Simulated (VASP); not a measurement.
An input for Quantum ESPRESSO's pw.x (written as the equivalent of a VASP run, and not itself run):

```
&CONTROL
  calculation = 'scf'
  pseudo_dir = './pseudo'
  outdir = './out'
  tprnfor = .true.
  tstress = .true.
/
&SYSTEM
  ibrav = 0
  nat = 1
  ntyp = 1
  ecutwfc = 62.5
  occupations = 'smearing'
  smearing = 'methfessel-paxton'
  degauss = 0.00735
  input_dft = 'pbesol'
/
&ELECTRONS
  conv_thr = 7.3e-09
  electron_maxstep = 100
/
ATOMIC_SPECIES
  Pb 207.200 Pb.upf
CELL_PARAMETERS angstrom
    -0.0123212    2.4642491    2.4642491
     2.4519278    0.0000000    2.4519278
     2.4642491    2.4642491   -0.0123212
ATOMIC_POSITIONS crystal
  Pb   0.0000000  0.0000000  0.0000000
K_POINTS automatic
  12 12 12 0 0 0
```

Problem. Write the VASP files for the same calculation (PBEsol).

Solution. This is not unique; one that fits is 
**KPOINTS**
```
Automatic mesh
0
Gamma
12 12 12
0 0 0
```

POSCAR:
```
Pb
1
   -0.0123212453     2.4642490688     2.4642490688
    2.4519278234     0.0000000000     2.4519278234
    2.4642490688     2.4642490688    -0.0123212453
Pb
1
Direct
  0.0000000000   0.0000000000   0.0000000000
```

### INCAR
```
SYSTEM = Pb
ISIF = 2   # forces and stress, cell fixed
LWAVE = .False.
LCHARG = .False.
EDIFF = 1E-7   # SCF stop (eV)
SIGMA = 0.1   # width (eV)
GGA = PS   # PBEsol
ENCUT = 480   # plane-wave cut-off (eV)
PREC = Accurate
LREAL = .False.   # projection in real space or not
ISMEAR = 1
ALGO = Normal
LASPH = .True.   # aspherical one-centre terms
NELM = 100
LMAXMIX = 4   # l cut-off of mixed one-centre charges
```

POTCAR, in this order: Pb_d (PBE.64 set). Program: vasp_std.

What does not carry over: the potentials are each code's own (VASP's PAW set, PseudoDojo norm-conserving files in pw.x), so ENCUT and ecutwfc are chosen apart and not converted; conv_thr bounds pw.x's estimated SCF error, while EDIFF bounds the energy change between steps.

The compound is Pb in the fcc structure. This cell was strained or had an atom moved on purpose.
